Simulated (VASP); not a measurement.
Here is the system:

```
CELL_PARAMETERS angstrom
      0.00000     2.01500     2.01500
      2.01500     0.00000     2.01500
      2.01500     2.01500     0.00000
ATOMIC_POSITIONS crystal
  Li 0.00000 0.00000 0.00000
  F  0.50000 0.50000 0.50000
```
Cell charge +0.5.

The numbers are results of PBE GGA, VASP's PBE PAW potentials (set 64) (plane waves; VASP), not measurements. Settings: NELECT = 9.5, 520 eV cut-off, 10×10×10 Γ-centred mesh, Gaussian smearing of 0.050 eV, potentials Li_sv F.

The cell is charged, with a uniform compensating background.

What does the run give for the energy per atom (σ→0), pressure, band gap (on the k-mesh) with the smallest direct gap where there is one?

The band gap (on the k-mesh) is none (metal, semimetal or under 0.01 eV), the energy per atom (σ→0) comes out as -4.374 eV/atom and the pressure is -27.03 GPa.

Only differences to runs with the same potentials and settings are physical.

The compound is LiF in the rock salt structure. The cell was not relaxed at this level. The run is one of a series of settings (NELECT = 9.5 against the base run), some of them coarse on purpose.
